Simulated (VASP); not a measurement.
An input for Quantum ESPRESSO's pw.x (written as the equivalent of a VASP run, and not itself run):

```
&CONTROL
  calculation = 'vc-relax'
  pseudo_dir = './pseudo'
  outdir = './out'
  tprnfor = .true.
  tstress = .true.
  nstep = 60
  forc_conv_thr = 0.00039
/
&SYSTEM
  ibrav = 0
  nat = 2
  ntyp = 2
  ecutwfc = 88
  occupations = 'smearing'
  smearing = 'gaussian'
  degauss = 0.003675
  input_dft = 'pbesol'
/
&ELECTRONS
  conv_thr = 7.3e-08
  electron_maxstep = 100
/
&IONS
/
&CELL
/
ATOMIC_SPECIES
  Na 22.990 Na.upf
  H 1.008 H.upf
CELL_PARAMETERS angstrom
    -0.0000000    2.3829387    2.3829387
     2.3829387   -0.0000000    2.3829387
     2.3829387    2.3829387   -0.0000000
ATOMIC_POSITIONS crystal
  Na   0.0000000  0.0000000  1.0000000
  H    0.5000000  0.5000000  0.5000000
K_POINTS automatic
  9 9 9 0 0 0
```

### Question
Write the VASP files for the same calculation (PBEsol).

### Answer
One answer among several that fit: 
**KPOINTS**
```
kpoints
0
G
9 9 9
```

File POSCAR:
```
NaH
1.0
  0.0000000000   2.3829387416   2.3829387416
  2.3829387416   0.0000000000   2.3829387416
  2.3829387416   2.3829387416   0.0000000000
Na H
1 1
Cartesian
  2.3829387416   2.3829387416   0.0000000000
  2.3829387416   2.3829387416   2.3829387416
```

**INCAR**
```
# general
SYSTEM = NaH
PREC   = Accurate
ENCUT  = 400
LREAL  = .False.
LASPH  = .True.

# electronic loop
EDIFF  = 1E-6
NELM   = 100
ALGO   = Normal

# smearing
ISMEAR = 0
SIGMA  = 0.05

# functional
GGA    = PS

# ions
IBRION = 2
NSW    = 60
ISIF   = 3
EDIFFG = -0.01

# output
LWAVE  = .False.
LCHARG = .False.
```

POTCAR, in this order: Na_pv H (PBE.64 set). Program: vasp_std.

The two are equivalent in intent, not identical: the potentials are each code's own (VASP's PAW set, PseudoDojo norm-conserving files in pw.x), so ENCUT and ecutwfc are chosen apart and not converted; conv_thr bounds pw.x's estimated SCF error, while EDIFF bounds the energy change between steps; forc_conv_thr acts on force components and is met together with etot_conv_thr.

The compound is NaH in the rock salt structure. It was relaxed first, which changed the volume by -7 %. The start is the result of an earlier pass.
